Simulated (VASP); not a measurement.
Input:

```
Sb
1.0
    4.10442    -2.23832    -0.00196
    4.10442     2.23832    -0.00196
    2.88553     0.00000     3.67832
Sb
2
Cartesian
  2.58419   0.00000   0.85587
  8.51018   0.00000   2.81853
```

Computed with PW91 GGA, VASP's PBE PAW potentials (set 64) (plane waves; VASP 6.6.1). Run with 520 eV cut-off, 7×7×7 Γ-centred mesh, Gaussian smearing of 0.050 eV, potentials Sb.

Task: The ions and cell shape at fixed volume are relaxed. What does this cell relax into?

Result: 
```
Sb
1.0
    4.17965    -2.21463     0.03736
    4.17965     2.21463     0.03736
    2.97365     0.00000     3.67870
Sb
2
Direct
  0.22993   0.22993   0.22993
  0.77007   0.77007   0.77007
```
Space group R-3m (166), at a tolerance of 0.03 Å.

Task: How much energy does the relaxation gain?

Result: The energy (σ→0) changes by -5.9 meV/atom, in 6 ionic steps.

The compound is Sb in the a7 structure. This cell is one point of a volume scan, at 1.06 of the reference volume. Symmetry was kept, so distortions that lower it aren't found.
